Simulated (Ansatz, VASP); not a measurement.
# ZrH2Br: VASP beside Ansatz

The input INCAR:

```
SYSTEM = ZrH2Br
PREC = Accurate
ENCUT = 520
EDIFF = 1E-7
ISMEAR = 0
SIGMA = 0.1
LREAL = .False.
LASPH = .True.
NELM = 100
ALGO = Normal
ISIF = 2
LWAVE = .False.
LCHARG = .False.
GGA = PE
NBANDS = 31
```

File KPOINTS:

```
Automatic mesh
0
Gamma
  6 6 2
  0 0 0
```

The input POSCAR:

```
ZrH2Br
1.0
    3.3416190000      0.0000000000      0.0000000000
   -1.6708095000      2.8939269400      0.0000000000
    0.0000000000      0.0000000000     11.8105845500
Zr H Br
2 4 2
Direct
    0.6666666700      0.3333333300      0.7403630000
    0.3333333300      0.6666666700      0.2403630000
    0.6666666700      0.3333333300      0.3831390100
    0.0000000000      0.0000000000      0.6178460100
    0.0000000000      0.0000000000      0.1178460100
    0.3333333300      0.6666666700      0.8831390100
    0.6666666700      0.3333333300      0.9997119900
    0.3333333300      0.6666666700      0.4997119900
```

Input for Ansatz:

```yaml
crystal:
  lattice:
    - [3.341619, 0.0, 0.0]
    - [-1.6708095, 2.89392694, 0.0]
    - [0.0, 0.0, 11.81058455]
  atoms:
    - { symbol: Zr, position: [0.66666667, 0.33333333, 0.740363] }
    - { symbol: Zr, position: [0.33333333, 0.66666667, 0.240363] }
    - { symbol: H, position: [0.66666667, 0.33333333, 0.38313901] }
    - { symbol: H, position: [0.0, 0.0, 0.61784601] }
    - { symbol: H, position: [0.0, 0.0, 0.11784601] }
    - { symbol: H, position: [0.33333333, 0.66666667, 0.88313901] }
    - { symbol: Br, position: [0.66666667, 0.33333333, 0.99971199] }
    - { symbol: Br, position: [0.33333333, 0.66666667, 0.49971199] }
basis:
  ecutwfc: 420
kpoints:
  mp_grid: { grid: [6, 6, 2] }
hamiltonian:
  xc: pbe
scf:
  occupations: { method: gaussian, width: 0.1 }
  lower_state_search: "off"
output:
  forces: true
  stress: true
  eigenvalues: true
```

Change from the starting cell: species swapped into the LiTiO2 type (P6_3mc, No. 186).

Alike in both runs: task single point; functional PBE; k mesh 6 × 6 × 2; occupations gaussian, width 0.1 eV; no spin polarisation.

|  | VASP | Ansatz |
| --- | --- | --- |
| version | VASP 6.6.1 | Ansatz 0.2.0 |
| potentials or method | VASP PAW PBE potentials, release 64 (Zr_sv, H, Br) | scalar-relativistic, plane waves, PAW |
| plane-wave cutoff (eV) | 520 | 420 |
| valence electrons in the cell | 42 | 42 |

Ansatz gave:

- gap on the k mesh at the Fermi level (eV): none
- pressure (GPa): -6.9
- largest component of the traceless stress (GPa): 11.64
- rms of the force components (eV/Å): 0.862

Task: Which values does VASP return?

Result: gap on the k mesh at the Fermi level (eV): none; pressure (GPa): -7.0; largest component of the traceless stress (GPa): 11.64; rms of the force components (eV/Å): 0.862.

Atom by atom the forces differ by 0.000 eV/Å (rms over components). A gap of «none» marks a metal or a gap that the smearing closes.

Caveats: the k mesh is coarse (spacing up to 0.36 Å⁻¹), so the values aren't converged; forces of over 1 eV/Å show positions far from the minimum, so gaps and moduli don't describe the material at rest.
